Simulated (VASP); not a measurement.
An input for Quantum ESPRESSO's pw.x (written as the equivalent of a VASP run, and not itself run):

```
&CONTROL
  calculation = 'vc-relax'
  pseudo_dir = './pseudo'
  outdir = './out'
  tprnfor = .true.
  tstress = .true.
  nstep = 60
  forc_conv_thr = 0.00078
/
&SYSTEM
  ibrav = 0
  nat = 6
  ntyp = 2
  ecutwfc = 84
  occupations = 'smearing'
  smearing = 'methfessel-paxton'
  degauss = 0.00735
  input_dft = 'pbe'
  vdw_corr = 'grimme-d3'
  dftd3_version = 3
  dftd3_threebody = .false.
/
&ELECTRONS
  conv_thr = 7.3e-08
  electron_maxstep = 100
/
&IONS
/
&CELL
/
ATOMIC_SPECIES
  Ir 192.217 Ir.upf
  O 15.999 O.upf
CELL_PARAMETERS angstrom
     4.5288938    0.0000000    0.0000000
     0.0000000    4.5288938    0.0000000
     0.0000000    0.0000000    3.1802018
ATOMIC_POSITIONS crystal
  Ir   0.0000000  0.0000000  0.0000000
  Ir   0.5000000  0.5000000  0.5000000
  O    0.3084052  0.3084052  1.0000000
  O    0.8084052  0.1915948  0.5000000
  O    0.1915948  0.8084052  0.5000000
  O    0.6915948  0.6915948  0.0000000
K_POINTS automatic
  6 6 9 0 0 0
```

Translate this input to VASP (INCAR, KPOINTS, POSCAR, choice of POTCAR).

One answer among several that fit: 
### INCAR
```
ALGO = Normal
EDIFF = 1E-6
EDIFFG = -0.02
ENCUT = 520
GGA = PE
IBRION = 2
ISIF = 3
ISMEAR = 1
IVDW = 11
LASPH = T
LCHARG = F
LMAXMIX = 6
LREAL = F
LWAVE = F
NELM = 100
NSW = 60
PREC = Accurate
SIGMA = 0.1
SYSTEM = IrO2
```

POSCAR:
```
IrO2
1.0
  4.5288938432   0.0000000000   0.0000000000
  0.0000000000   4.5288938432   0.0000000000
  0.0000000000   0.0000000000   3.1802018253
Ir O
2 4
Cartesian
  0.0000000000   0.0000000000   0.0000000000
  2.2644469216   2.2644469216   1.5901009127
  1.3967343870   1.3967343870   3.1802018253
  3.6611813086   0.8677125346   1.5901009127
  0.8677125346   3.6611813086   1.5901009127
  3.1321594562   3.1321594562   0.0000000000
```

KPOINTS:
```
Automatic mesh
0
Gamma
6 6 9
0 0 0
```

POTCAR, in this order: Ir O (PBE.64 set). Program: vasp_std.

Limits of the translation: the potentials are each code's own (VASP's PAW set, PseudoDojo norm-conserving files in pw.x), so ENCUT and ecutwfc are chosen apart and not converted; conv_thr bounds pw.x's estimated SCF error, while EDIFF bounds the energy change between steps; forc_conv_thr acts on force components and is met together with etot_conv_thr.

The compound is IrO2 in the rutile structure. This run relaxes it. Symmetry was kept, so distortions that lower it aren't found. The start is the result of an earlier pass.
